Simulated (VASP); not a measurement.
Consider the following.

```
CELL_PARAMETERS angstrom
      4.35052     0.00000     0.00000
     -2.17526     3.76766     0.00000
      0.00000     0.00000    29.54359
ATOMIC_POSITIONS crystal
  Cd 0.00000 0.00000 0.00000
  Cd 0.66667 0.33333 0.74995
  Cd 0.33333 0.66667 0.25005
  Cd 0.00000 0.00000 0.50000
  I  0.00000 0.00000 0.30917
  I  0.00000 0.00000 0.69083
  I  0.66667 0.33333 0.44110
  I  0.33333 0.66667 0.55890
  I  0.33333 0.66667 0.80913
  I  0.66667 0.33333 0.19087
  I  0.66667 0.33333 0.94110
  I  0.33333 0.66667 0.05890
```

Level of theory: revPBE GGA, VASP's PBE PAW potentials (set 64) (plane waves; VASP). Numerical set-up: 300 eV cut-off, 5×5×1 Γ-centred mesh, Fermi-Dirac smearing of 0.020 eV, potentials Cd I.

The path is coarsely sampled, so an indirect gap can come out somewhat too large. Unless said otherwise, spin-orbit coupling is left out, though it shifts the bands of the heavy elements here.

**Question.** Give the energies of bands 43 to 56 at the high-symmetry points, in eV from the valence-band maximum.

**Answer.** 
```csv
band,Γ,M,K,A,L,H
43,-0.24,-1.19,-1.76,-0.25,-1.17,-1.77
44,-0.24,-1.15,-1.75,-0.25,-1.17,-1.76
45,-0.08,-0.54,-0.67,-0.07,-0.50,-0.67
46,-0.08,-0.42,-0.67,-0.07,-0.48,-0.67
47,-0.05,-0.39,-0.54,-0.07,-0.33,-0.54
48,-0.05,-0.28,-0.51,-0.07,-0.31,-0.52
49,-0.04,-0.28,-0.51,-0.03,-0.26,-0.52
50,-0.04,-0.21,-0.51,-0.03,-0.26,-0.52
51,-0.02,-0.21,-0.38,-0.03,-0.16,-0.37
52,-0.02,-0.14,-0.38,-0.03,-0.16,-0.37
53,2.45,2.37,3.01,2.58,2.40,3.01
54,2.86,2.46,3.01,2.58,2.41,3.01
55,2.87,2.49,3.02,3.12,2.54,3.03
56,3.23,2.58,3.05,3.12,2.55,3.04
```

The gap is indirect, 2.37 eV, from the valence maximum at Γ-M at 0.20 to the conduction minimum at M.

The structure comes from a computed database's CdI2 entry; how it stands against other phases isn't given here. The cell was not relaxed at this level.
